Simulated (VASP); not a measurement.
# Pd (Palladium): the relaxed cell at several levels of theory, part 2 of 2

Aim: relax Pd (Palladium) at several levels of theory and compare the cells. The starting structure is a measured crystal structure from the Crystallography Open Database.

VASP 6.6.1.

Results so far: PBEsol 14.50 Å³ an atom; LDA 14.14 Å³ an atom; PBE 15.28 Å³ an atom; PBEsol + D3(BJ) 14.03 Å³ an atom.

## 6. Relaxation with r2SCAN

Level of this step: r2SCAN; plane waves and PAW (Pd) (VASP).

r2SCAN adds the kinetic-energy density, costs more than a GGA and is run with LASPH.

Contents of INCAR:

```
SYSTEM = Pd
PREC = Accurate
ENCUT = 450
EDIFF = 1E-06
NELM = 100
ISMEAR = 1
SIGMA = 0.1
LREAL = .FALSE.
ALGO = Normal
METAGGA = R2SCAN
LASPH = .TRUE.
NBANDS = 11
LORBIT = 11
LWAVE = .FALSE.
LCHARG = .FALSE.
KPAR = 2
IBRION = 2
NSW = 50
ISIF = 3
EDIFFG = -0.01
```

Contents of POSCAR:

```
Pd
1.0
    0.0000000000      1.9449000000      1.9449000000
    1.9449000000      0.0000000000      1.9449000000
    1.9449000000      1.9449000000      0.0000000000
Pd
1
Direct
    0.0000000000      0.0000000000      0.0000000000
```

Contents of KPOINTS:

```
Automatic mesh
0
Gamma
12 12 12
0 0 0
```

PAW data sets: Pd (PBE family, release 64).

Run with:

```console
> mpirun -np 2 vasp_std
```

What it wrote:

```text
[banner, memory and clock lines left out]
running    2 mpi-ranks, on    1 nodes
[...]
[... a notice as in an earlier step ...]

 LDA part: xc-table for (None), standard interpolation
 POSCAR, INCAR and KPOINTS ok, starting setup
[...]
entering main loop
       N       E                     dE             d eps       ncg     rms          rms(c)
DAV:   1     0.178058907083E+02    0.17806E+02   -0.48099E+03  1632   0.777E+02
DAV:   2    -0.255459965065E+02   -0.43352E+02   -0.41799E+02  1746   0.174E+02
DAV:   3    -0.260505668872E+02   -0.50457E+00   -0.50325E+00  1992   0.203E+01
DAV:   4    -0.260524108793E+02   -0.18440E-02   -0.18437E-02  1894   0.125E+00
[...]
DAV:  10    -0.229461362241E+02   -0.84734E-04   -0.73623E-04  1830   0.253E-01    0.556E-02
DAV:  11    -0.229460994713E+02    0.36753E-04   -0.16821E-04  1725   0.103E-01    0.109E-02
DAV:  12    -0.229460985765E+02    0.89476E-06   -0.10942E-06  1692   0.111E-02
   1 F= -.22946099E+02 E0= -.22945489E+02  d E =-.229461E+02
[...]
DAV:   6    -0.229420768211E+02   -0.30825E-04   -0.11577E-04  1854   0.104E-01    0.193E-02
DAV:   7    -0.229420769252E+02   -0.10410E-06   -0.18566E-05  1716   0.344E-02    0.504E-03
DAV:   8    -0.229420767592E+02    0.16604E-06   -0.12939E-06   969   0.929E-03
   2 F= -.22942077E+02 E0= -.22941519E+02  d E =0.402182E-02
 trial-energy change:    0.004022  1 .order    0.003473   -0.013253    0.020198
 step:   0.3731(harm=  0.3962)  dis= 0.00000  next Energy=   -22.948543 (dE=-0.244E-02)
[...]
N       E                     dE             d eps       ncg     rms          rms(c)
DAV:   1    -0.230437388480E+02   -0.10166E+00   -0.17925E+00  1644   0.127E+01    0.210E+00
DAV:   2    -0.229475005477E+02    0.96238E-01   -0.49521E-01  1647   0.525E+00    0.436E-01
DAV:   3    -0.229482233467E+02   -0.72280E-03   -0.14589E-03  1863   0.362E-01    0.290E-01
DAV:   4    -0.229485353799E+02   -0.31203E-03   -0.23209E-03  2181   0.195E-01    0.638E-02
DAV:   5    -0.229484642110E+02    0.71169E-04   -0.28045E-04  1751   0.143E-01    0.233E-02
DAV:   6    -0.229484643062E+02   -0.95263E-07   -0.86912E-06  1887   0.300E-02
   3 F= -.22948464E+02 E0= -.22947872E+02  d E =-.236573E-02
[...]
reached required accuracy - stopping structural energy minimisation
```

Wall time 92 s (2 MPI ranks of AMD EPYC 7R43, shared host); peak memory 0.19 GiB.

From OUTCAR (step 6):

```text
  Total        0.0087197      0.0087197      0.0087197      0.0000000     -0.0000000      0.0000000
  in kB        0.9341444      0.9341444      0.9341444      0.0000000     -0.0000000      0.0000000
  external PRESSURE =       0.9341444 kB  Pullay stress =       0.0000000 kB

  FREE ENERGIE OF THE ION-ELECTRON SYSTEM (eV)
  ---------------------------------------------------
  free  energy   TOTEN  =       -22.9484643062 eV

  energy  without entropy=      -22.9466880988  energy(sigma->0) =      -22.94787224

[... 3 parts as in an earlier step ...]

[... 2 further parts left out ...]
[key lines of the parts left out:]
E-fermi :   9.3324
```

With r2SCAN the relaxed cell holds 14.955 Å³ an atom, +1.64 % against the measured cell, with a = 3.911 Å. That is +3.13 % from PBEsol.

## 7. Relaxation with r2SCAN + rVV10

rVV10 adds a nonlocal correlation energy for dispersion.

Changes to INCAR since step 6:

```diff
@@ -10,2 +10,6 @@
 METAGGA = R2SCAN
+LUSE_VDW = .TRUE.
+IVDW_NL = 2
+BPARAM = 11.95
+CPARAM = 0.0093
 LASPH = .TRUE.
```

POSCAR is that of step 6.

KPOINTS is that of step 6.

Run with:

```console
> mpirun -np 2 vasp_std
```

What it wrote:

```text
[banner, memory and clock lines left out]
running    2 mpi-ranks, on    1 nodes
[...]
|                                                                             |
|               ----> ADVICE to this user running VASP <----                  |
|                                                                             |
|     You have switched on vdW-DFT.                                           |
|     This routine was written and supplied by Jiri Klimes. We recommend      |
|     that you carefully read and cite the following publications:            |
|       J. Klimes, D.R. Bowler, A. Michelides                                 |
|          J. Phys.: Cond Matt. 22 022201 (2010)                              |
|       J. Klimes, D.R. Bowler, A. Michelides                                 |
|          Phys. Rev. B. 83, 195131 (2011)                                    |
|     and references therein.                                                 |
|                                                                             |

[...]
DAV:   3    -0.226787408852E+02   -0.86536E-04   -0.15449E-04  1843   0.120E-01    0.107E-01
Total rVV10 correction in eV:      0.2681791    14.0311788
Total rVV10 correction in eV:      0.2681791    14.0311788
DAV:   4    -0.226787812522E+02   -0.40367E-04   -0.26749E-04  2173   0.668E-02    0.220E-02
Total rVV10 correction in eV:      0.2682380    14.0311788
Total rVV10 correction in eV:      0.2682380    14.0311788
DAV:   5    -0.226787720257E+02    0.92265E-05   -0.32350E-05  1754   0.479E-02    0.757E-03
Total rVV10 correction in eV:      0.2682777    14.0311788
Total rVV10 correction in eV:      0.2682777    14.0311788
DAV:   6    -0.226787707624E+02    0.12633E-05   -0.17032E-06  1719   0.132E-02    0.134E-03
Total rVV10 correction in eV:      0.2682761    14.0311788
Total rVV10 correction in eV:      0.2682761    14.0311788
DAV:   7    -0.226787707709E+02   -0.84901E-08   -0.10921E-07   852   0.238E-03
Total rVV10 correction in eV:      0.2682844    14.0311788
Total rVV10 correction in eV:      0.2682844    14.0311788
Total rVV10 correction in eV:      0.2682809    14.0311788
Total rVV10 correction in eV:      0.2682809    14.0311788
   3 F= -.22678771E+02 E0= -.22678158E+02  d E =-.216856E-03
[...]
reached required accuracy - stopping structural energy minimisation
```

Wall time 2 min (2 MPI ranks); peak memory 0.28 GiB; 4 min of CPU time.

OUTCAR, selected parts (step 7):

```text
  Total        0.0033362      0.0033362      0.0033362     -0.0000000      0.0000000     -0.0000000
  in kB        0.3615010      0.3615010      0.3615010     -0.0000000      0.0000000     -0.0000000
  external PRESSURE =       0.3615010 kB  Pullay stress =       0.0000000 kB

 POSITION                                       TOTAL-FORCE (eV/Angst)
 -----------------------------------------------------------------------------------
      0.00000      0.00000      0.00000         0.000000     -0.000000     -0.000000
 -----------------------------------------------------------------------------------
    total drift:                               -0.000000     -0.000000     -0.000000

  FREE ENERGIE OF THE ION-ELECTRON SYSTEM (eV)
  ---------------------------------------------------
  free  energy   TOTEN  =       -22.6787707709 eV

  energy  without entropy=      -22.6769313914  energy(sigma->0) =      -22.67815764

[... 2 parts as in an earlier step ...]

[... 2 further parts left out ...]
[key lines of the parts left out:]
E-fermi :   9.5147
```

With r2SCAN + rVV10 the relaxed cell holds 14.786 Å³ an atom, +0.49 % against the measured cell, with a = 3.896 Å. That is +1.96 % from PBEsol.

## 8. Relaxation with rev-vdW-DF2

rev-vdW-DF2 revises the exchange of vdW-DF2 for solids.

Changes to INCAR since step 7:

```diff
@@ -9,7 +9,8 @@
 ALGO = Normal
-METAGGA = R2SCAN
+GGA = MK
+AGGAC = 0
 LUSE_VDW = .TRUE.
-IVDW_NL = 2
-BPARAM = 11.95
-CPARAM = 0.0093
+PARAM1 = 0.1234
+PARAM2 = 0.711357
+ZAB_VDW = -1.8867
 LASPH = .TRUE.
```

POSCAR is that of step 7.

KPOINTS is that of step 7.

Run with:

```console
> mpirun -np 2 vasp_std
```

What it wrote:

```text
[banner, memory and clock lines left out]
running    2 mpi-ranks, on    1 nodes
[...]
[... a notice as in an earlier step ...]

 [... a notice as in an earlier step ...]

 LDA part: xc-table for (Slater+PW92), standard interpolation
 POSCAR, INCAR and KPOINTS ok, starting setup
[...]
entering main loop
       N       E                     dE             d eps       ncg     rms          rms(c)
DAV:   1     0.398064547734E+02    0.39806E+02   -0.47043E+03  1616   0.751E+02
DAV:   2    -0.251178255174E+01   -0.42318E+02   -0.40870E+02  1789   0.170E+02
DAV:   3    -0.301269135869E+01   -0.50091E+00   -0.49851E+00  1887   0.197E+01
DAV:   4    -0.301485197742E+01   -0.21606E-02   -0.21603E-02  1922   0.136E+00
[...]
DAV:  10    -0.270288333337E+01   -0.50649E-05   -0.60290E-06  2109   0.202E-02    0.994E-03
DAV:  11    -0.270288224755E+01    0.10858E-05   -0.66719E-06  1968   0.216E-02    0.391E-04
DAV:  12    -0.270288223999E+01    0.75638E-08   -0.34332E-08  1245   0.183E-03
[...]
DAV:   5    -0.270082507547E+01   -0.13504E-04   -0.14032E-05  2063   0.255E-02    0.125E-02
DAV:   6    -0.270082997937E+01   -0.49039E-05   -0.16959E-06  1954   0.917E-03    0.860E-04
DAV:   7    -0.270083002107E+01   -0.41700E-07   -0.31474E-08  1248   0.162E-03
   2 F= -.27008300E+01 E0= -.27002133E+01  d E =0.205222E-02
 trial-energy change:    0.002052  1 .order    0.001881   -0.007817    0.011580
 step:   0.3904(harm=  0.4030)  dis= 0.00000  next Energy=    -2.704398 (dE=-0.152E-02)
[...]
N       E                     dE             d eps       ncg     rms          rms(c)
DAV:   1    -0.275890613722E+01   -0.58076E-01   -0.96007E-01  1788   0.938E+00    0.158E+00
DAV:   2    -0.270444252774E+01    0.54464E-01   -0.25125E-01  1872   0.393E+00    0.337E-01
DAV:   3    -0.270430234942E+01    0.14018E-03   -0.11802E-03  2073   0.236E-01    0.208E-01
DAV:   4    -0.270438320061E+01   -0.80851E-04   -0.58487E-04  1897   0.182E-01    0.214E-02
DAV:   5    -0.270438033125E+01    0.28694E-05   -0.12083E-05  1923   0.300E-02    0.774E-03
DAV:   6    -0.270438110695E+01   -0.77569E-06   -0.61606E-07  1953   0.604E-03
   3 F= -.27043811E+01 E0= -.27037293E+01  d E =-.149887E-02
[...]
reached required accuracy - stopping structural energy minimisation
```

Wall time 49 s (2 MPI ranks); peak memory 0.4 GiB; 94 s of CPU time.

Parts of OUTCAR (step 8):

```text
  Total        0.0023931      0.0023931      0.0023931      0.0000000      0.0000000      0.0000000
  in kB        0.2571939      0.2571939      0.2571939      0.0000000      0.0000000      0.0000000
  external PRESSURE =       0.2571939 kB  Pullay stress =       0.0000000 kB

  FREE ENERGIE OF THE ION-ELECTRON SYSTEM (eV)
  ---------------------------------------------------
  free  energy   TOTEN  =        -2.7043811069 eV

  energy  without entropy=       -2.7024256052  energy(sigma->0) =       -2.70372927

[... 3 parts as in an earlier step ...]

[... 2 further parts left out ...]
[key lines of the parts left out:]
E-fermi :   9.4412
```

With rev-vdW-DF2 the relaxed cell holds 14.908 Å³ an atom, +1.32 % against the measured cell, with a = 3.907 Å. That is +2.80 % from PBEsol.

## 9. Relaxation with AM05

AM05 is built from the electron gas and the surface model, and does well on lattice constants.

Changes to INCAR since step 8:

```diff
@@ -9,9 +9,3 @@
 ALGO = Normal
-GGA = MK
-AGGAC = 0
-LUSE_VDW = .TRUE.
-PARAM1 = 0.1234
-PARAM2 = 0.711357
-ZAB_VDW = -1.8867
-LASPH = .TRUE.
+GGA = AM
 NBANDS = 11
```

POSCAR is that of step 8.

KPOINTS is that of step 8.

Run with:

```console
> mpirun -np 2 vasp_std
```

What it wrote:

```text
[... set-up lines as in an earlier step ...]
 entering main loop
       N       E                     dE             d eps       ncg     rms          rms(c)
DAV:   1     0.366832845284E+02    0.36683E+02   -0.47024E+03  1616   0.751E+02
DAV:   2    -0.552298681255E+01   -0.42206E+02   -0.40745E+02  1795   0.169E+02
DAV:   3    -0.603098935566E+01   -0.50800E+00   -0.50485E+00  1872   0.198E+01
DAV:   4    -0.603320457305E+01   -0.22152E-02   -0.22148E-02  1905   0.138E+00
[...]
DAV:   9    -0.566274448649E+01    0.28189E-04   -0.11171E-04  2014   0.923E-02    0.148E-02
DAV:  10    -0.566274995903E+01   -0.54725E-05   -0.47460E-06  1945   0.204E-02    0.111E-02
DAV:  11    -0.566274950547E+01    0.45356E-06   -0.57947E-07  1316   0.685E-03
   1 F= -.56627495E+01 E0= -.56620615E+01  d E =-.566275E+01
[...]
N       E                     dE             d eps       ncg     rms          rms(c)
DAV:   1    -0.592390250383E+01   -0.26115E+00   -0.49334E+00  1767   0.216E+01    0.375E+00
[...]
DAV:   6    -0.565778053220E+01   -0.48315E-05   -0.16407E-06  2104   0.923E-03    0.140E-03
DAV:   7    -0.565778063653E+01   -0.10433E-06   -0.54142E-08  1355   0.155E-03
   2 F= -.56577806E+01 E0= -.56570881E+01  d E =0.496887E-02
 trial-energy change:    0.004969  1 .order    0.005611   -0.015153    0.026376
 step:   0.3869(harm=  0.3649)  dis= 0.00000  next Energy=    -5.665718 (dE=-0.297E-02)
[...]
N       E                     dE             d eps       ncg     rms          rms(c)
DAV:   1    -0.576990276395E+01   -0.11212E+00   -0.18928E+00  1773   0.135E+01    0.216E+00
DAV:   2    -0.566628857030E+01    0.10361E+00   -0.46243E-01  1773   0.532E+00    0.642E-01
DAV:   3    -0.566568402396E+01    0.60455E-03   -0.33489E-03  2034   0.390E-01    0.390E-01
DAV:   4    -0.566575511278E+01   -0.71089E-04   -0.11036E-03  1914   0.257E-01    0.214E-02
DAV:   5    -0.566576224077E+01   -0.71280E-05   -0.26984E-05  2029   0.363E-02    0.116E-02
DAV:   6    -0.566576362506E+01   -0.13843E-05   -0.81895E-07  1908   0.788E-03    0.120E-03
DAV:   7    -0.566576360041E+01    0.24648E-07   -0.14381E-08  1215   0.110E-03
   3 F= -.56657636E+01 E0= -.56650910E+01  d E =-.301409E-02
[...]
reached required accuracy - stopping structural energy minimisation
```

Elapsed: 17 s, on 2 MPI ranks; peak memory 0.21 GiB.

OUTCAR, selected parts (step 9):

```text
  Total       -0.0025148     -0.0025148     -0.0025148      0.0000000      0.0000000     -0.0000000
  in kB       -0.2788562     -0.2788562     -0.2788562      0.0000000      0.0000000     -0.0000000
  external PRESSURE =      -0.2788562 kB  Pullay stress =       0.0000000 kB

  FREE ENERGIE OF THE ION-ELECTRON SYSTEM (eV)
  ---------------------------------------------------
  free  energy   TOTEN  =        -5.6657636004 eV

  energy  without entropy=       -5.6637458669  energy(sigma->0) =       -5.66509102

[... 3 parts as in an earlier step ...]

[... 2 further parts left out ...]
[key lines of the parts left out:]
E-fermi :   9.9301
```

With AM05 the relaxed cell holds 14.449 Å³ an atom, -1.80 % against the measured cell, with a = 3.866 Å. That is -0.37 % from PBEsol.

## 10. Comparison

| level | volume (Å³/atom) | against the measured cell (%) | a (Å) | pressure left (GPa) | core minutes |
| --- | --- | --- | --- | --- | --- |
| PBEsol | 14.502 | -1.44 | 3.8711 | -0.01 | 0.64 |
| LDA | 14.144 | -3.87 | 3.839 | -0.05 | 0.94 |
| PBE | 15.283 | 3.87 | 3.9393 | -0.02 | 0.847 |
| PBEsol + D3(BJ) | 14.028 | -4.66 | 3.8284 | -0.06 | 0.887 |
| r2SCAN | 14.955 | 1.64 | 3.911 | 0.09 | 3.07 |
| r2SCAN + rVV10 | 14.786 | 0.49 | 3.8962 | 0.04 | 4.04 |
| rev-vdW-DF2 | 14.908 | 1.32 | 3.9068 | 0.03 | 1.63 |
| AM05 | 14.449 | -1.8 | 3.8663 | -0.03 | 0.58 |

Core minutes are wall time times ranks, summed over the relaxations behind a row (those for a bulk modulus apart), on shared hosts.

## 11. Outcome

```json
{
  "volume, PBEsol": "14.50 Å³/atom",
  "volume, LDA": "14.14 Å³/atom",
  "volume, PBE": "15.28 Å³/atom",
  "volume, PBEsol + D3(BJ)": "14.03 Å³/atom",
  "volume, r2SCAN": "14.96 Å³/atom",
  "volume, r2SCAN + rVV10": "14.79 Å³/atom",
  "volume, rev-vdW-DF2": "14.91 Å³/atom",
  "volume, AM05": "14.45 Å³/atom"
}
```

In words: Across 8 levels the volume of Pd (Palladium) spans 8.9 %, from 14.03 Å³ an atom (PBEsol + D3(BJ)) to 15.28 Å³ (PBE). Against the measured volume of the starting structure, r2SCAN + rVV10 comes nearest (+0.5 %) and PBEsol + D3(BJ) lies farthest (-4.7 %). The measured cell holds zero-point expansion and, unless it was taken cold, thermal expansion, which the runs lack, so small differences decide nothing. Adding D3(BJ) to PBEsol changes the volume by -3.3 %. Adding rVV10 to r2SCAN changes the volume by -1.1 %. LASPH is on in some of these runs and off in others, which adds a little to the differences. All runs keep the symmetry of the start, so they can't find a distortion of lower symmetry. Further runs on this material are not shown.

[Lines on the potential files, build, host, timing and source positions are cut from VASP's logs without a mark.]

[Logs are printed without paths, hosts, clocks, repeated set-up lines and the standing remarks that a program may print on its own settings, such as how far it seeks lower states.]

[Hosts, paths, dates, database ids (printed as entryN), source tags and the programs' standing remarks are cut or masked in the printed files.]
